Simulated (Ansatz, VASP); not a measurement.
**Hf3Te: VASP beside Ansatz**

```
CELL_PARAMETERS angstrom
5.30324 0.00000 0.00000
0.00000 5.30324 0.00000
0.00000 0.00000 5.30324
ATOMIC_POSITIONS crystal
Hf 0.50000 0.00000 0.00000
Hf 0.00000 0.50000 0.00000
Hf 0.00000 0.00000 0.50000
Te 0.00000 0.00000 0.00000
```

Alike in both runs: functional PBE; k mesh 10 × 10 × 10; occupations gaussian, width 0.1 eV; no spin polarisation.

Ansatz relaxed the structure, and its values are those at the end. VASP's run is a single point on that final structure, the one shown.

```csv
,VASP,Ansatz
version,VASP 6.6.1,Ansatz 0.2.0
potentials or method,"VASP PAW PBE potentials, release 64 (Hf_pv, Te)","scalar-relativistic, plane waves, PAW"
plane-wave cutoff (eV),520,420
valence electrons in the cell,36,94
```

VASP gave:

- gap on the k mesh at the Fermi level (eV): none
- pressure (GPa): -0.2

Q: What did Ansatz give for the same quantities?

A: gap on the k mesh at the Fermi level (eV): none; pressure (GPa): 0.0.

A gap of «none» marks a metal or a gap that the smearing closes. The functional is the same, so the differences come from potentials, cutoffs and numerics. The two sets of potentials don't hold the same shells in valence.

The runs have no spin-orbit coupling, so splittings on Hf, Te are missing.
